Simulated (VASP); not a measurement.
Here is the system:

```xyz
3
Lattice="1.5150 -2.6241 0.0000 1.5150 2.6241 0.0000 0.0000 0.0000 3.2300" Properties=species:S:1:pos:R:3 pbc="T T T"
Ti     0.0000     0.0000     0.0000
B      1.5150     0.8747     1.6150
B      1.5150    -0.8747     1.6150
```

All values below come from PBE GGA + U (Dudarev), VASP's PBE PAW potentials (set 64) (plane waves; VASP 6.6.1). Numerical set-up: 520 eV cut-off, 10×10×9 Γ-centred mesh, first-order Methfessel-Paxton smearing of 0.10 eV, potentials Ti_sv B, U − J: Ti 2.00 eV.

Task: Give the stress tensor in GPa (positive for a compressed cell).

Result: 
```
3.67  0.00  0.00
0.00  3.67  0.00
0.00  0.00  5.13
```
The pressure is its mean diagonal, 4.16 GPa.

The compound is TiB2 in the AlB2 type structure. The cell was not relaxed at this level. The run is one of a series of settings (LDAU = .TRUE., LDAUJ = 0 0, LDAUL = 2 -1, LDAUTYPE = 2, LDAUU = 2.0 0 against the base run), some of them coarse on purpose.
